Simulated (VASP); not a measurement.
Here is the system:

Space group Fm-3m (No. 225); a = b = c = 5.377 Å, α = β = γ = 90.00°

| atom | site | symmetry | x | y | z |
|---|---|---|---|---|---|
| Co | 4a | m-3m | 0.0000 | 0.0000 | 0.0000 |
| Si | 8c | -43m | 0.2500 | 0.2500 | 0.2500 |
(The calculation used a cell of 3 atoms; values per cell refer to that cell.)

Level of theory: revPBE GGA, VASP's PBE PAW potentials (set 64) (plane waves; VASP). Run with 520 eV cut-off, 10×10×10 Γ-centred mesh, first-order Methfessel-Paxton smearing of 0.10 eV, potentials Co Si.

Give the energy at these volumes per atom, relative to the lowest: 12.18, 12.57, 12.95, 13.34, 13.73 Å³.

28.6, 6.8, 0.0, 5.9, 22.5 meV/atom. A third-order Birch-Murnaghan fit gives B0 = 174 GPa and B0′ = 4.6.

Measured: a 5.365 Å (computed value off by +0.2 %), as given by Ganesh Hegde et al., Applied Physics Letters (2014), arXiv:1405.1317. The calculation is for a static lattice, while the measured a holds thermal and zero-point effects, which are part of the difference.

The compound is CoSi2 in the fluorite structure. It was relaxed first. The run is not spin-polarised, so no magnetic state was tried.
